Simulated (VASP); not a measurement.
Input:

```
CELL_PARAMETERS angstrom
      0.00000     2.93782     2.93782
      2.93782     0.00000     2.93782
      2.93782     2.93782     0.00000
ATOMIC_POSITIONS crystal
  Cd 0.00000 0.00000 0.00000
  S  0.25000 0.25000 0.25000
```

Computed with r2SCAN meta-GGA, VASP's PBE PAW potentials (set 64) (plane waves; VASP). Run with 400 eV cut-off, 9×9×9 Γ-centred mesh, tetrahedra with Blöchl corrections, potentials Cd S.

Question: Give the energies of bands 6 to 11 at the high-symmetry points, in eV from the valence-band maximum.

Answer: 
```csv
band,Γ,X,U,L,W
6,-7.41,-6.97,-6.85,-7.04,-6.80
7,0.00,-3.88,-3.85,-4.33,-3.81
8,0.00,-1.85,-2.50,-0.74,-2.22
9,0.00,-1.85,-1.50,-0.74,-2.18
10,1.54,3.88,4.60,3.44,5.73
11,7.08,4.73,5.83,7.48,5.87
```

The gap is direct, 1.54 eV, from the valence maximum at Γ to the conduction minimum at Γ.

The structure was generated: CdS was put into the zinc blende type (F-43m), which need not be its known phase. It was relaxed first, which changed the volume by +7 %.
